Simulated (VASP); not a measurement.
The input files of a VASP run:

**KPOINTS**
```
Automatic
0
G
13 13 13
```

POSCAR:
```
CoGa
1
    2.9297559537     0.0000000000     0.0000000000
    0.0000000000     2.9297559537     0.0000000000
    0.0000000000     0.0000000000     2.9297559537
Ga Co
1 1
Direct
  0.5000000000   0.5000000000   0.5000000000
  0.0000000000   0.0000000000   0.0000000000
```

**INCAR**
```
SYSTEM = CoGa
PREC = Accurate
ENCUT = 520
EDIFF = 1E-7
NELM = 100
ALGO = Normal
LREAL = .FALSE.
LASPH = .TRUE.
ISMEAR = 1
SIGMA = 0.1
GGA = RE
LMAXMIX = 4
LWAVE = .FALSE.
LCHARG = .FALSE.
ISIF = 2
```

POTCAR, in this order: Ga_d Co (PBE.64 set). Program: vasp_std.

Question: Write an equivalent input for Quantum ESPRESSO's pw.x.

Answer: One equivalent input (not run):
```
&CONTROL
  calculation = 'scf'
  pseudo_dir = './pseudo'
  outdir = './out'
  tprnfor = .true.
  tstress = .true.
/
&SYSTEM
  ibrav = 0
  nat = 2
  ntyp = 2
  ecutwfc = 96
  occupations = 'smearing'
  smearing = 'methfessel-paxton'
  degauss = 0.00735
  input_dft = 'revpbe'
/
&ELECTRONS
  conv_thr = 7.3e-09
  electron_maxstep = 100
/
ATOMIC_SPECIES
  Ga 69.723 Ga.upf
  Co 58.933 Co.upf
CELL_PARAMETERS angstrom
     2.9297560    0.0000000    0.0000000
     0.0000000    2.9297560    0.0000000
     0.0000000    0.0000000    2.9297560
ATOMIC_POSITIONS crystal
  Ga   0.5000000  0.5000000  0.5000000
  Co   0.0000000  0.0000000  0.0000000
K_POINTS automatic
  13 13 13 0 0 0
```
Limits of the translation: the potentials are each code's own (VASP's PAW set, PseudoDojo norm-conserving files in pw.x), so ENCUT and ecutwfc are chosen apart and not converted; conv_thr bounds pw.x's estimated SCF error, while EDIFF bounds the energy change between steps.

The compound is CoGa in the CsCl type structure. This cell is one point of a volume scan, at 1.03 of the reference volume.
